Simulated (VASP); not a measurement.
Here is the system:

```yaml
crystal:
  lattice:
    - [0.00000, 2.48560, 2.48560]
    - [2.48560, 0.00000, 2.48560]
    - [2.48560, 2.48560, 0.00000]
  atoms:
    - { symbol: Pb, position: [0.00000, 0.00000, 0.00000] }
```

All values below come from PBE GGA with D3 dispersion (zero damping), VASP's PBE PAW potentials (set 64) (plane waves; VASP 6.6.1). Numerical set-up: 520 eV cut-off, 14×14×14 Γ-centred mesh, tetrahedra with Blöchl corrections, potentials Pb_d.

Unless said otherwise, spin-orbit coupling is left out, though it shifts the bands of the heavy elements here.

Problem. Predict the energy per atom (σ→0), band gap (on the k-mesh) with the smallest direct gap where there is one.

Solution. 
```
Item                                                        Result
------------------------  ----------------------------------------
band gap (on the k-mesh)  none (metal, semimetal or under 0.01 eV)
energy per atom (σ→0)                               -3.799 eV/atom
```

The absolute energy has meaning only against runs of the same code, potentials and settings.

The compound is Pb in the fcc structure. It was relaxed first.
